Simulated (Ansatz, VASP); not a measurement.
# Cross-check of NiPS3 between VASP and Ansatz

Aim: how closely do two programs agree when they are given the same cell, functional and k mesh? The cell is taken from a series of VASP runs on this material, whose earlier steps may have relaxed, scaled or displaced it; both programs get it as it stands.

Program: Ansatz 0.2.0. Level of theory: plane waves, with VASP 6.6.1 beside it; single point at PBEsol, DFT+U. Results are calculated unless marked as measured.

In doubt: warnings of the run leave room for a lower electronic state, so energies may not be the lowest and differences between runs may mislead.

## (1) Starting point

It takes space group C2/m (No. 12, monoclinic). Conventional cell: a = 5.820 Å, b = 10.084 Å, c = 6.896 Å, α = 90.00°, β = 106.22°, γ = 90.00°. Nearest to Ni lie 6 S at 2.43 to 2.44 Å. Nearest to P lie 3 S at 2.06 Å and 1 P at 2.18 Å. S has 1 P at 2.06 Å and 2 Ni at 2.43 to 2.44 Å nearest. Nearest to S lie 1 P at 2.06 Å and 2 Ni at 2.43 to 2.44 Å. S has 1 P at 2.06 Å and 2 Ni at 2.44 Å nearest. Farther neighbours and most contacts between anions are not listed.

## (2) VASP: single point, PBEsol, DFT+U

With cell and atoms fixed, the geometry can't cause a difference; cores, projectors, grids and the points listed under the comparison can.

Lines of VASP's logs that name or quote its potential files are left out, and so is its time.

The input, INCAR:

```
SYSTEM = NiPS3
PREC = Normal
ENCUT = 350
EDIFF = 1E-06
NELM = 150
ISMEAR = -1
SIGMA = 0.02
LREAL = Auto
ALGO = Normal
GGA = PS
NBANDS = 96
ISPIN = 2
MAGMOM = 2 -2 -2 2 0 0 0 0 0 0 0 0 0 0 0 0 0 0 0 0
LDAU = .TRUE.
LDAUTYPE = 2
LDAUL = 2 -1 -1
LDAUU = 6 0 0
LDAUJ = 0 0 0
LDAUPRINT = 1
LASPH = .TRUE.
LMAXMIX = 4
LORBIT = 11
LWAVE = .FALSE.
LCHARG = .FALSE.
KPAR = 4
AMIX = 0.2
BMIX = 1E-04
AMIX_MAG = 0.8
BMIX_MAG = 1E-04
```

The input, POSCAR:

```
NiPS3
1.0
    2.9097750000     -5.0420210000      0.0000000000
    5.8195500000     10.0840420000      0.0000000000
   -1.9263320000      0.0000000000      6.6214300000
Ni P S
4 4 12
Direct
    0.3331320000      0.3334340000      0.0000000000
    0.3331320000      0.8334340000      0.0000000000
    0.6668680000      0.1665660000      0.0000000000
    0.6668680000      0.6665660000      0.0000000000
    0.0552140000      0.0276070000      0.1648810000
    0.0552140000      0.5276070000      0.1648810000
    0.9447860000      0.4723930000      0.8351190000
    0.9447860000      0.9723930000      0.8351190000
    0.0762910000      0.2110240000      0.2292310000
    0.0762910000      0.7110240000      0.2292310000
    0.5779520000      0.4618545000      0.7707690000
    0.5779520000      0.9618545000      0.7707690000
    0.2695210000      0.1347605000      0.7706540000
    0.2695210000      0.6347605000      0.7706540000
    0.7304790000      0.3652395000      0.2293460000
    0.7304790000      0.8652395000      0.2293460000
    0.4220480000      0.0381455000      0.2292310000
    0.4220480000      0.5381455000      0.2292310000
    0.9237090000      0.2889760000      0.7707690000
    0.9237090000      0.7889760000      0.7707690000
```

The input, KPOINTS:

```
Automatic mesh
0
Gamma
6 3 4
0 0 0
```

PAW data sets: Ni, P and S (PBE family, release 64).

The run is started by

```sh
$ mpirun -np 4 vasp_std
```

Numbers of over 12 decimals in the logs are rounded to 6 here.

The program printed:

```text
[banner, memory and clock lines left out]
running    4 mpi-ranks, on    1 nodes
 distrk:  each k-point on    1 cores,    4 groups
 distr:  one band on    1 cores,    1 groups

 POSCAR found type information on POSCAR NiP S
 POSCAR found :  3 types and      20 ions
|                                                                             |
|               ----> ADVICE to this user running VASP <----                  |
|                                                                             |
|     You enforced a specific xc type in the INCAR file but a different       |
|     [... a line on the potential file left out ...]
|     I HOPE YOU KNOW WHAT YOU ARE DOING!                                     |
|                                                                             |

 LDA part: xc-table for (Slater+PW92), standard interpolation
|                                                                             |
|           W    W    AA    RRRRR   N    N  II  N    N   GGGG   !!!           |
|           W    W   A  A   R    R  NN   N  II  NN   N  G    G  !!!           |
|           W    W  A    A  R    R  N N  N  II  N N  N  G       !!!           |
|           W WW W  AAAAAA  RRRRR   N  N N  II  N  N N  G  GGG   !            |
|           WW  WW  A    A  R   R   N   NN  II  N   NN  G    G                |
|           W    W  A    A  R    R  N    N  II  N    N   GGGG   !!!           |
|                                                                             |
|     Your reciprocal lattice and k-lattice belong to different lattice       |
|     classes:                                                                |
|                                                                             |
|        The reciprocal lattice is triclinic,                                 |
|        whereas your k-lattice is base-centered monoclinic.                  |
|                                                                             |
|     Results are often still useful ...                                      |
|                                                                             |

 POSCAR, INCAR and KPOINTS ok, starting setup
 FFT: planning ... GRIDC
 FFT: planning ... GRID_SOFT
 FFT: planning ... GRID
 WAVECAR not read
 entering main loop
       N       E                     dE             d eps       ncg     rms          rms(c)
DAV:   1     0.862667453611E+03    0.86267E+03   -0.42798E+04 14592   0.964E+02
DAV:   2     0.277756685977E+02   -0.83489E+03   -0.77673E+03 15536   0.259E+02
DAV:   3    -0.885612702832E+02   -0.11634E+03   -0.11231E+03 17432   0.110E+02
DAV:   4    -0.938320023140E+02   -0.52707E+01   -0.52106E+01 18032   0.260E+01
DAV:   5    -0.940070370698E+02   -0.17503E+00   -0.17476E+00 19576   0.465E+00    0.398E+01
DAV:   6    -0.941083424518E+02   -0.10131E+00   -0.17844E+01 18800   0.566E+01    0.335E+01
DAV:   7    -0.947286856922E+02   -0.62034E+00   -0.51310E+00 19856   0.157E+01    0.239E+01
DAV:   8    -0.954529523280E+02   -0.72427E+00   -0.15881E+00 21424   0.806E+00    0.125E+01
DAV:   9    -0.957830285629E+02   -0.33008E+00   -0.13689E+00 20280   0.177E+01    0.337E+00
DAV:  10    -0.958784426139E+02   -0.95414E-01   -0.64124E-01 20584   0.562E+00    0.199E+00
DAV:  11    -0.958657746414E+02    0.12668E-01   -0.18488E-01 19568   0.468E+00    0.124E+00
DAV:  12    -0.958727429013E+02   -0.69683E-02   -0.61260E-02 19488   0.238E+00    0.734E-01
DAV:  13    -0.958779173632E+02   -0.51745E-02   -0.91986E-03 21520   0.604E-01    0.461E-01
DAV:  14    -0.958785854110E+02   -0.66805E-03   -0.36828E-03 22584   0.532E-01    0.264E-01
DAV:  15    -0.958793321427E+02   -0.74673E-03   -0.34760E-03 22280   0.420E-01    0.124E-01
DAV:  16    -0.958799652018E+02   -0.63306E-03   -0.92227E-04 20776   0.244E-01    0.743E-02
DAV:  17    -0.958800975624E+02   -0.13236E-03   -0.49538E-04 19728   0.105E-01    0.621E-02
DAV:  18    -0.958801273856E+02   -0.29823E-04   -0.67530E-05 19120   0.469E-02    0.386E-02
DAV:  19    -0.958801446151E+02   -0.17230E-04   -0.17467E-05 21368   0.351E-02    0.213E-02
DAV:  20    -0.958801519220E+02   -0.73069E-05   -0.11652E-05 18504   0.290E-02    0.120E-02
DAV:  21    -0.958801564541E+02   -0.45321E-05   -0.70919E-06 17296   0.266E-02    0.890E-03
DAV:  22    -0.958801575242E+02   -0.10701E-05   -0.36253E-06 14824   0.114E-02    0.652E-03
DAV:  23    -0.958801583170E+02   -0.79278E-06   -0.37908E-07  9104   0.109E-02
   1 F= -.95880158E+02 E0= -.95880158E+02  d E =-.725886E-12  mag=    -0.0000
```

Parts of OUTCAR (step 2):

```text
ion  position               nearest neighbor table
   1  0.333  0.333  0.000-   9 2.43  11 2.43  19 2.44  18 2.44  13 2.44  15 2.44
   2  0.333  0.833  0.000-  10 2.43  12 2.43  20 2.44  17 2.44  14 2.44  16 2.44
   3  0.667  0.167  0.000-  19 2.43  17 2.43   9 2.44  12 2.44  15 2.44  13 2.44
   4  0.667  0.667  0.000-  20 2.43  18 2.43  10 2.44  11 2.44  16 2.44  14 2.44
   5  0.055  0.028  0.165-   9 2.06  17 2.06  16 2.06   8 2.18
   6  0.055  0.528  0.165-  10 2.06  18 2.06  15 2.06   7 2.18
   7  0.945  0.472  0.835-  19 2.06  11 2.06  14 2.06   6 2.18
   8  0.945  0.972  0.835-  20 2.06  12 2.06  13 2.06   5 2.18
   9  0.076  0.211  0.229-   5 2.06   1 2.43   3 2.44
  10  0.076  0.711  0.229-   6 2.06   2 2.43   4 2.44
  11  0.578  0.462  0.771-   7 2.06   1 2.43   4 2.44
  12  0.578  0.962  0.771-   8 2.06   2 2.43   3 2.44
  13  0.270  0.135  0.771-   8 2.06   1 2.44   3 2.44
  14  0.270  0.635  0.771-   7 2.06   2 2.44   4 2.44
  15  0.730  0.365  0.229-   6 2.06   3 2.44   1 2.44
  16  0.730  0.865  0.229-   5 2.06   4 2.44   2 2.44
  17  0.422  0.038  0.229-   5 2.06   3 2.43   2 2.44
  18  0.422  0.538  0.229-   6 2.06   4 2.43   1 2.44
  19  0.924  0.289  0.771-   7 2.06   3 2.43   1 2.44
  20  0.924  0.789  0.771-   8 2.06   4 2.43   2 2.44

  LATTYP: Found a triclinic cell.
 ALAT       =     8.3804815580
 B/A-ratio  =     0.6946385874
 C/A-ratio  =     1.2028936296
 COS(alpha) =     0.0003681394
 COS(beta)  =     0.1992985951
 COS(gamma) =     0.5797455547

 Subroutine GETGRP returns: Found  2 space group operations
 (whereof  2 operations were pure point group operations)

The static configuration has the point symmetry S_2 .

 Found     38 irreducible k-points:

   k-points           NKPTS =     38   k-points in BZ     NKDIM =     38   number of bands    NBANDS=     96

   dimension x,y,z NGX =    28 NGY =   54 NGZ =   32
   dimension x,y,z NGXF=    56 NGYF=  108 NGZF=   64

   ENCUT  =  350.0 eV  25.72 Ry    5.07 a.u.   8.88 17.76 10.52*2*pi/ulx,y,z

   NELECT =     132.0000    total number of electrons

 k-points in reciprocal lattice and weights: Automatic mesh
   0.00000000  0.00000000  0.00000000       0.014
   0.16666667  0.00000000 -0.00000000       0.028
   0.33333333  0.00000000 -0.00000000       0.028
   0.50000000  0.00000000 -0.00000000       0.014
   0.00000000  0.33333333 -0.00000000       0.028
   0.16666667  0.33333333  0.00000000       0.028
   0.33333333  0.33333333  0.00000000       0.028
   0.50000000  0.33333333  0.00000000       0.028
  -0.33333333  0.33333333  0.00000000       0.028
[...]
-0.33333333  0.33333333  0.50000000       0.028
  -0.16666667  0.33333333  0.50000000       0.028

atom =   1  type =  1  l = 2

 onsite density matrix

spin component  1

  0.9747  0.0204  0.0000  0.0000 -0.0000
  0.0204  0.9942  0.0001 -0.0001 -0.0000
  0.0000  0.0001  0.9676 -0.0001 -0.0000
  0.0000 -0.0001 -0.0001  0.9943 -0.0206
 -0.0000 -0.0000 -0.0000 -0.0206  0.9748

spin component  2

  0.7378 -0.3280  0.0003  0.0004 -0.0003
 -0.3280  0.4614  0.0004  0.0007 -0.0004
  0.0003  0.0004  0.9629 -0.0006  0.0004
  0.0004  0.0007 -0.0006  0.4651  0.3262
 -0.0003 -0.0004  0.0004  0.3262  0.7387

 occupancies and eigenvectors

  o =  0.2435  v =  0.0000  0.0000  0.0000  0.0000  0.0000  0.5405  0.8142 -0.0009 -0.1765  0.1173      0.0000  0.0000  0.0000  0.0000  0.0000  0.0000  0.0000  0.0000  0.0000  0.0000
  o =  0.2484  v =  0.0000  0.0000  0.0000  0.0000  0.0000 -0.1173 -0.1766 -0.0008 -0.8138  0.5411      0.0000  0.0000  0.0000  0.0000  0.0000  0.0000  0.0000  0.0000  0.0000  0.0000
[...]
k-point     2 :       0.1667    0.0000   -0.0000
  band No.  band energies     occupation
    ...
     62       3.3155      1.00000
     63       3.3640      1.00000
     64       3.6090      1.00000
     65       3.8090      1.00000
     66       4.0770      1.00000
     67       5.9453      0.00000
     68       6.0785      0.00000
     69       6.2535      0.00000
     70       6.4641      0.00000
     71       6.9283      0.00000
    ...

 k-point     3 :       0.3333    0.0000   -0.0000
  band No.  band energies     occupation
    ...
     62       3.1900      1.00000
     63       3.3391      1.00000
     64       3.5307      1.00000
     65       3.9557      1.00000
     66       4.0661      1.00000
     67       5.8500      0.00000
     68       5.9383      0.00000
     69       6.3925      0.00000
     70       6.5203      0.00000
     71       6.8902      0.00000
    ...

 k-point     4 :       0.5000    0.0000   -0.0000
  band No.  band energies     occupation
    ...
     62       3.2463      1.00000
     63       3.3020      1.00000
     64       3.3075      1.00000
     65       4.0704      1.00000
     66       4.1574      1.00000
     67       5.8172      0.00000
     68       5.8316      0.00000
     69       6.4982      0.00000
     70       6.5513      0.00000
     71       6.9924      0.00000
    ...

 k-point     5 :       0.0000    0.3333   -0.0000
  band No.  band energies     occupation
    ...
     62       3.2505      1.00000
     63       3.4489      1.00000
     64       3.4931      1.00000
     65       3.7711      1.00000
     66       3.9795      1.00000
     67       5.9371      0.00000
     68       6.0478      0.00000
     69       6.3085      0.00000
     70       6.4192      0.00000
     71       7.1642      0.00000
    ...

 k-point     6 :       0.1667    0.3333    0.0000
  band No.  band energies     occupation
    ...
     62       3.1956      1.00000
     63       3.3297      1.00000
     64       3.6633      1.00000
     65       3.8279      1.00000
     66       3.8718      1.00000
     67       5.8364      0.00000
     68       6.1189      0.00000
     69       6.2510      0.00000
     70       6.5314      0.00000
     71       7.0893      0.00000
    ...

 spin component 2
 k-point     1 :       0.0000    0.0000    0.0000
  band No.  band energies     occupation
    ...
     62       3.2274      1.00000
     63       3.5353      1.00000
     64       3.5801      1.00000
     65       4.0083      1.00000
     66       4.1443      1.00000
     67       5.9745      0.00000
     68       6.0175      0.00000
     69       6.4198      0.00000
     70       6.4605      0.00000
     71       6.8251      0.00000
    ...

  Total       -5.2452056     -5.3172565     -0.8289396     -0.0399707     -0.0032379     -0.0601084
  in kB      -21.6270486    -21.9241290     -3.4178862     -0.1648075     -0.0133505     -0.2478393
  external PRESSURE =     -15.6563546 kB  Pullay stress =       0.0000000 kB

  energy-cutoff  :      350.00
  volume of cell :      388.58
      direct lattice vectors                 reciprocal lattice vectors
     2.909775000 -5.042021000  0.000000000     0.171834592 -0.099166584  0.049990783
     5.819550000 10.084042000  0.000000000     0.085917296  0.049583292  0.024995392
    -1.926332000  0.000000000  6.621430000     0.000000000  0.000000000  0.151024779

 POSITION                                       TOTAL-FORCE (eV/Angst)
 -----------------------------------------------------------------------------------
      2.90977      1.68270      0.00000        -0.005980      0.001524      0.001620
      5.81955      6.72472      0.00000        -0.005980      0.001524      0.001620
      2.90978     -1.68270      0.00000         0.005980     -0.001524     -0.001620
      5.81955      3.35932      0.00000         0.005980     -0.001524     -0.001620
      0.00371      0.00000      1.09175         0.010607      0.003730     -0.323514
      2.91348      5.04202      1.09175         0.010607      0.003730     -0.323514
      3.88951     -0.00000      5.52968        -0.010607     -0.003730      0.323514
      6.79929      5.04202      5.52968        -0.010607     -0.003730      0.323514
      1.00848      1.74331      1.51784        -0.122352     -0.208631      0.101811
      3.91825      6.78534      1.51784        -0.122352     -0.208631      0.101811
      2.88474      1.74331      5.10359         0.120319     -0.209716     -0.096989
      5.79451      6.78534      5.10359         0.120319     -0.209716     -0.096989
      0.08396      0.00000      5.10283        -0.242827     -0.002243     -0.112556
      2.99373      5.04202      5.10283        -0.242827     -0.002243     -0.112556
      3.80926      0.00000      1.51860         0.242827      0.002243      0.112556
      6.71904      5.04202      1.51860         0.242827      0.002243      0.112556
      1.00848     -1.74331      1.51784        -0.120319      0.209716      0.096989
      3.91825      3.29871      1.51784        -0.120319      0.209716      0.096989
      2.88474     -1.74331      5.10359         0.122352      0.208631     -0.101811
      5.79451      3.29871      5.10359         0.122352      0.208631     -0.101811
 -----------------------------------------------------------------------------------
    total drift:                                0.000000      0.000000     -0.000000

  FREE ENERGIE OF THE ION-ELECTRON SYSTEM (eV)
  ---------------------------------------------------
  free  energy   TOTEN  =       -95.8801583170 eV

  energy  without entropy=      -95.8801583170  energy(sigma->0) =      -95.88015832

 total charge
# of ion       s       p       d       tot
------------------------------------------
    1        0.377   0.423   8.246   9.047
    2        0.377   0.423   8.246   9.047
    3        0.377   0.423   8.246   9.047
    4        0.377   0.423   8.246   9.047
    5        0.993   1.419   0.000   2.412
    6        0.993   1.419   0.000   2.412
    7        0.993   1.419   0.000   2.412
    8        0.993   1.419   0.000   2.412
    9        1.353   2.336   0.000   3.690
   10        1.353   2.336   0.000   3.690
   11        1.353   2.336   0.000   3.689
   12        1.353   2.336   0.000   3.689
   13        1.352   2.337   0.000   3.690
   14        1.352   2.337   0.000   3.690
   15        1.352   2.337   0.000   3.690
   16        1.352   2.337   0.000   3.690
   17        1.353   2.336   0.000   3.689
   18        1.353   2.336   0.000   3.689
   19        1.353   2.336   0.000   3.690
   20        1.353   2.336   0.000   3.690
--------------------------------------------------
tot         21.718  35.405  32.985  90.109

 magnetization (x)
# of ion       s       p       d       tot
------------------------------------------
    1        0.005   0.004   1.539   1.548
    2       -0.005  -0.004  -1.539  -1.548
    3       -0.005  -0.004  -1.539  -1.548
    4        0.005   0.004   1.539   1.548
    5        0.001  -0.000   0.000   0.000
    6       -0.001   0.000   0.000  -0.000
    7       -0.001   0.000   0.000  -0.000
    8        0.001  -0.000   0.000   0.000
    9        0.000   0.001   0.000   0.001
   10       -0.000  -0.001   0.000  -0.001
   11        0.008   0.079   0.000   0.087
   12       -0.008  -0.079   0.000  -0.087
   13        0.000   0.001   0.000   0.001
   14       -0.000  -0.001   0.000  -0.001
   15       -0.000  -0.001   0.000  -0.001
   16        0.000   0.001   0.000   0.001
   17       -0.008  -0.079   0.000  -0.087
   18        0.008   0.079   0.000   0.087
   19       -0.000  -0.001   0.000  -0.001
   20        0.000   0.001   0.000   0.001
--------------------------------------------------
tot          0.000   0.000  -0.000  -0.000
```

The magnetic state follows from one typed start and may not be the lowest.

[end of part 1 of 2]

[Lines on the potential files, build, host, timing and source positions are cut from VASP's logs without a mark.]

[Logs are printed without paths, hosts, clocks, repeated set-up lines and the standing remarks that a program may print on its own settings, such as how far it seeks lower states.]

[Hosts, paths, dates, database ids (printed as entryN), source tags and the programs' standing remarks are cut or masked in the printed files.]
